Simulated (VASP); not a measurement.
# Nd3Cu (I4/mmm) in VASP: further runs, part 2 of 2

VASP 6.6.1.

**3. Single point, PBE, collinear spin, ferromagnetic start**

File run.py:

```python
from ase import Atoms
from ase.calculators.vasp import Vasp
from ase.dft.bandgap import bandgap

atoms = Atoms(
    ['Nd', 'Nd', 'Nd', 'Cu'],
    cell=[[-2.33724911, 2.33724911, 5.02515419], [2.33724911, -2.33724911, 5.02515419], [2.33724911, 2.33724911, -5.02515419]],
    scaled_positions=[[0.5, 0.5, 0.0], [0.25, 0.75, 0.5], [0.75, 0.25, 0.5], [0.0, 0.0, 0.0]],
    pbc=True,
)
atoms.set_initial_magnetic_moments([3.0, 3.0, 3.0, 0.6])
calc = Vasp(
    directory='calc',
    xc='pbe',
    pp='PBE',
    setups={'base': 'minimal', 'Nd': '_3', 'Cu': '_pv'},
    prec='Accurate',
    encut=600,
    ediff=1e-07,
    ismear=0,
    sigma=0.1,
    lreal=False,
    lasph=True,
    nelm=150,
    algo='Normal',
    isif=2,
    lwave=False,
    lcharg=False,
    ispin=2,
    lorbit=11,
    lmaxmix=6,
    kpts=[8, 8, 8],
    gamma=True,
)
atoms.calc = calc

print('energy (eV):', atoms.get_potential_energy())
print('free energy (eV):', atoms.get_potential_energy(force_consistent=True))
print('forces (eV/A):')
print(atoms.get_forces())
print('stress (eV/A^3, Voigt):', atoms.get_stress())
print('Fermi level (eV):', calc.get_fermi_level())
print('moment (muB):', atoms.get_magnetic_moment())
print('site moments (muB):', atoms.get_magnetic_moments())
gap, top, bottom = bandgap(calc)
print('band gap (eV):', gap, 'from (spin, k, band)', top, 'to', bottom)
```

Potentials or basis: VASP PAW PBE potentials, release 64 (Nd_3, Cu_pv), 4f in core.

Command:

```console
> python run.py
```

Standard output:

```text
energy (eV): -17.28976281
free energy (eV): -17.30070609
forces (eV/A):
[[ 0. -0. -0.]
 [-0. -0. -0.]
 [ 0.  0.  0.]
 [ 0. -0. -0.]]
stress (eV/A^3, Voigt): [-0.00570724 -0.00570724 -0.00616509 -0.         -0.         -0.        ]
Fermi level (eV): 3.92803684
moment (muB): -4.79e-05
site moments (muB): [-0. -0. -0. -0.]
band gap (eV): 0.0 from (spin, k, band) (None, None, None) to (None, None, None)
```

OUTCAR:

```text
ENCUT = 600.000000
   EDIFF = 1.00e-07
   GGA = PE
   PREC = Accurate
   ISIF = 2
   ISMEAR = 0
   ISPIN = 2
   LORBIT = 11
   NELM = 150
   LASPH = .TRUE.
   LREAL = .FALSE.

 ion  position               nearest neighbor table
   1  0.500  0.500  0.000-   2 3.43   3 3.43   2 3.43   3 3.43   2 3.43   3 3.43   2 3.43   3 3.43

   2  0.250  0.750  0.500-   3 3.31   3 3.31   3 3.31   3 3.31   1 3.43   1 3.43   1 3.43   1 3.43
[... 2071 lines left out ...]
      2.33725      0.00000      2.51258        -0.000000     -0.000000     -0.000000
      0.00000      2.33725      2.51258         0.000000      0.000000      0.000000
      0.00000      0.00000      0.00000         0.000000     -0.000000     -0.000000
 -----------------------------------------------------------------------------------
    total drift:                                0.000000     -0.000000      0.000000

  FREE ENERGIE OF THE ION-ELECTRON SYSTEM (eV)
  ---------------------------------------------------
  free  energy   TOTEN  =       -17.3007060896 eV

  energy  without entropy=      -17.2788195378  energy(sigma->0) =      -17.28976281

 total charge

# of ion       s       p       d       tot
------------------------------------------
    1        2.160   5.772   1.040   8.972
    2        2.159   5.764   1.107   9.030
    3        2.159   5.764   1.107   9.030
    4        0.312   6.108   8.861  15.280
--------------------------------------------------
tot          6.790  23.407  12.115  42.313

 magnetization (x)

# of ion       s       p       d       tot
------------------------------------------
    1       -0.000  -0.000  -0.000  -0.000
    2       -0.000  -0.000  -0.000  -0.000
    3       -0.000  -0.000  -0.000  -0.000
    4       -0.000   0.000  -0.000  -0.000
--------------------------------------------------
tot         -0.000  -0.000  -0.000  -0.000
```

INCAR:

```text
ENCUT = 600.000000
SIGMA = 0.100000
EDIFF = 1.00e-07
ALGO = Normal
GGA = PE
PREC = Accurate
ISIF = 2
ISMEAR = 0
ISPIN = 2
LMAXMIX = 6
LORBIT = 11
NELM = 150
LASPH = .TRUE.
LCHARG = .FALSE.
LWAVE = .FALSE.
LREAL = .FALSE.
MAGMOM = 3*3.0000 1*0.6000
```

Wall time 15 min (1 thread of Intel Xeon Platinum 8488C (Sapphire Rapids), shared host); peak memory 0.68 GiB.

Results:

* Free energy: -17.3007 eV
* Pressure: 0.9 GPa
* Band gap on the k mesh: none (metal or under the smearing width)
* Net moment: 0.00 μB per cell
* Valence electrons inside the program's atomic spheres: Nd 8.97, 9.03; Cu 15.28

Levels at points of the mesh, in eV from the Fermi level:
Spin up:
| k point | band 21 | band 22 | band 23 | band 24 | band 25 | band 26 | band 27 | band 28 | band 29 | band 30 |
| --- | --- | --- | --- | --- | --- | --- | --- | --- | --- | --- |
| (0.00, 0.00, 0.00) | -2.23 | -1.76 | -1.41 | -0.65 | 0.03 | 0.03 | 1.12 | 1.37 | 1.37 | 2.89 |
| (0.50, 0.00, 0.00) | -2.13 | -1.85 | -0.86 | -0.54 | -0.47 | 0.50 | 0.77 | 1.53 | 2.02 | 2.03 |
| (0.50, 0.50, 0.00) | -2.17 | -0.84 | -0.74 | -0.44 | -0.22 | 0.32 | 1.20 | 1.38 | 1.50 | 2.50 |
| (0.50, 0.50, 0.50) | -2.41 | -2.27 | -1.45 | -0.60 | -0.45 | -0.45 | -0.13 | 1.36 | 2.78 | 2.88 |
Spin down:
| k point | band 23 | band 24 | band 25 | band 26 | band 27 | band 28 |
| --- | --- | --- | --- | --- | --- | --- |
| (0.00, 0.00, 0.00) | -1.41 | -0.65 | 0.03 | 0.03 | 1.12 | 1.37 |
| (0.50, 0.00, 0.00) | -0.86 | -0.54 | -0.47 | 0.50 | 0.77 | 1.53 |
| (0.50, 0.50, 0.00) | -0.74 | -0.44 | -0.22 | 0.32 | 1.20 | 1.38 |
| (0.50, 0.50, 0.50) | -1.45 | -0.60 | -0.45 | -0.45 | -0.13 | 1.36 |

Caveat: the magnetic or orbital state may not be the lowest; spin-orbit coupling is left out, which moves the levels of the heavy elements; the 4f electrons are frozen in the core as for a trivalent ion, so they carry no moment and show no levels.
